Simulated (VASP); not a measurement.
The input files of a VASP run:

### POSCAR
```
Cu3Au
1.0
  3.7177995808   0.0000000000   0.0000000000
  0.0000000000   3.7177995808   0.0000000000
  0.0000000000   0.0000000000   3.7177995808
Cu Au
3 1
Cartesian
  0.0000000000   1.8588997904   1.8588997904
  1.8588997904   0.0000000000   1.8588997904
  1.8588997904   1.8588997904   0.0000000000
  0.0000000000   0.0000000000   0.0000000000
```

### INCAR
```
ALGO=Normal
EDIFF=1E-7
ENCUT=520
GGA=PS
ISIF=2
ISMEAR=1
LASPH=T
LCHARG=F
LMAXMIX=6
LREAL=F
LWAVE=F
NELM=100
PREC=Accurate
SIGMA=0.1
SYSTEM=Cu3Au
```

KPOINTS:
```
Automatic
0
G
8 8 8
```

POTCAR, in this order: Cu Au (PBE.64 set). Program: vasp_std.

Problem. Translate this PBEsol calculation to Ansatz.

Solution. One equivalent input (not run):
Ansatz 0.2 input:
```yaml
crystal:
  lattice:
    - [3.7177996, 0.0000000, 0.0000000]
    - [0.0000000, 3.7177996, 0.0000000]
    - [0.0000000, 0.0000000, 3.7177996]
  atoms:
    - { symbol: Cu, position: [0.0000000, 0.5000000, 0.5000000] }
    - { symbol: Cu, position: [0.5000000, 0.0000000, 0.5000000] }
    - { symbol: Cu, position: [0.5000000, 0.5000000, 0.0000000] }
    - { symbol: Au, position: [0.0000000, 0.0000000, 0.0000000] }
kpoints:
  mp_grid: { grid: [8, 8, 8] }
hamiltonian:
  xc: pbesol
  pseudopotentials: { kind: paw }
scf:
  occupations: { method: methfessel_paxton, width: 0.1 }
  max_iter: 100
output: { forces: true, stress: true, eigenvalues: true }
```
What does not carry over: each code has its own PAW files, so the cut-off isn't converted (ENCUT is set for VASP's; basis.ecutwfc is left out, and Ansatz then takes the one that its files recommend); Ansatz stops its SCF on the density residual and VASP on the energy change (EDIFF).

The compound is Cu3Au in the L1_2 structure. It was relaxed first.
